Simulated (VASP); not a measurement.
Set up this calculation in VASP 6.6.1, as the native input.

* Task: work function
* Functional: LDA
* Potentials or basis: VASP PAW LDA potentials, release 64 (Os, Ru_pv)
* Cutoff: 520 eV
* k mesh: 8 × 8 × 1
* Occupations: fermi-dirac, width 0.05 eV
* Spin: no spin polarisation
* Dipole correction: yes
* Further INCAR settings: ALGO = Fast; EDIFF = 1e-06

The structure of Os4Ru3 lies in POSCAR:

```
Os4Ru3
1.0
    2.7270104592      0.0000000000      0.0000000000
   -1.3635052296      2.3616603341      0.0000000000
    0.0000000000      0.0000000000     27.9009601800
Os Ru
4 3
Direct
    0.6666666700      0.3333333400      0.2688079533
    0.6666666700      0.3333333400      0.4229359844
    0.6666666700      0.3333333400      0.5770640156
    0.6666666700      0.3333333400      0.7311920467
    0.3333333300      0.6666666600      0.3458719688
    0.3333333300      0.6666666600      0.5000000000
    0.3333333300      0.6666666600      0.6541280312
```

These files were run (other wordings do the same):

INCAR

```
ALGO = Fast
DIPOL = 0.5 0.5 0.500
EDIFF = 1E-6
ENCUT = 520
GGA = CA
IDIPOL = 3
ISIF = 2
ISMEAR = -1
LASPH = True
LCHARG = True
LDIPOL = True
LELF = True
LREAL = False
LVACPOTAV = True
LVHAR = True
LWAVE = False
NELM = 60
PREC = Accurate
SIGMA = 0.05
```

KPOINTS

```
k-points
0
Gamma
  8 8 1
```

Potentials or basis: VASP PAW LDA potentials, release 64 (Os, Ru_pv).

Run with:

```sh
$ cat potpaw_LDA.64/Os/POTCAR potpaw_LDA.64/Ru_pv/POTCAR > POTCAR
$ mpirun -np 1 vasp_std > vasp.out
```

It gave:

```yaml
Largest_force: 1.321 eV/Å
Band_gap_on_the_k_mesh: none (metal or under the smearing width)
Work_function_of_the_upper_face: 5.75 eV
Work_function_of_the_lower_face: 5.75 eV
```

Wall time 110 s on 1 thread of AMD EPYC 9R45 96-Core Processor (Zen 5) (shared host), peak memory 0.22 GiB.
